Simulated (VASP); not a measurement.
Given:

```
Ga2O3
1.0
    6.00883    -1.49118     0.00000
    6.00883     1.49118     0.00000
   -1.35451     0.00000     5.52943
Ga O
4 6
Cartesian
  3.17174   0.00000   3.78915
  7.49142   0.00000   1.74028
 10.65247   0.00000   1.13469
  0.01069   0.00000   4.39474
  5.04440   0.00000   4.11025
  5.61876   0.00000   1.41918
  9.34256   0.00000   2.41509
  1.32060   0.00000   3.11434
  1.82906   0.00000   0.60354
  8.83410   0.00000   4.92590
```

Computed with PBE GGA, VASP's PBE PAW potentials (set 64) (plane waves; VASP 6.6.1). Settings: 400 eV cut-off, 6×6×3 Γ-centred mesh, Gaussian smearing of 0.010 eV, potentials Ga_d O.

At this cut-off the stress carries a Pulay error, which pulls relaxed volumes low.

Task: Give the force on each atom (eV/Å).

Result: 
```
atom      Fx     Fy      Fz
----  ------  -----  ------
Ga1    0.048  0.000  -0.063
Ga2   -0.048  0.000   0.063
Ga3   -0.165  0.000   0.016
Ga4    0.165  0.000  -0.016
O5    -0.283  0.000  -0.142
O6     0.283  0.000   0.142
O7     0.119  0.000   0.085
O8    -0.119  0.000  -0.085
O9     0.546  0.000  -0.009
O10   -0.546  0.000   0.009
```

Task: Give the stress tensor in GPa (positive for a compressed cell).

Result: 
```
15.95   0.00   0.50
 0.00  18.48   0.00
 0.50   0.00  16.64
```
The pressure is its mean diagonal, 17.02 GPa.

The structure comes from a computed database's Ga2O3 entry; how it stands against other phases isn't given here. The cell was not relaxed at this level.
